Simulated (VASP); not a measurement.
InAs:

```
In As
1.0
     0.00000    3.01800    3.01800
     3.01800    0.00000    3.01800
     3.01800    3.01800    0.00000
In As
1 1
Direct
  0.00000 0.00000 0.00000
  0.25000 0.25000 0.25000
```

Base run:

```yaml
Program: VASP 6.6.1
Functional: r2SCAN
Potentials_or_basis: VASP PAW PBE potentials, release 64 (In_d, As)
Cutoff: 520 eV
k_mesh: 9 × 9 × 9
Occupations: fermi-dirac, width 0.05 eV
Spin: no spin polarisation
```

Its results: pressure 2.3 GPa.

Task: After a change of settings the same cell gave: pressure 1.6 GPa. Which change was it?
A. functional from r2SCAN to PBEsol; spin from no spin polarisation to spin-orbit coupling, no magnetisation
B. functional from r2SCAN to LDA; potentials or basis from VASP PAW PBE potentials, release 64 (In_d, As) to VASP PAW LDA potentials, release 64 (In_d, As)
C. functional from r2SCAN to PBE

Result: A.

Caveats: the PAW data sets were made with another functional, which shifts forces and pressure a little.

Not every run made on this cell is shown here.
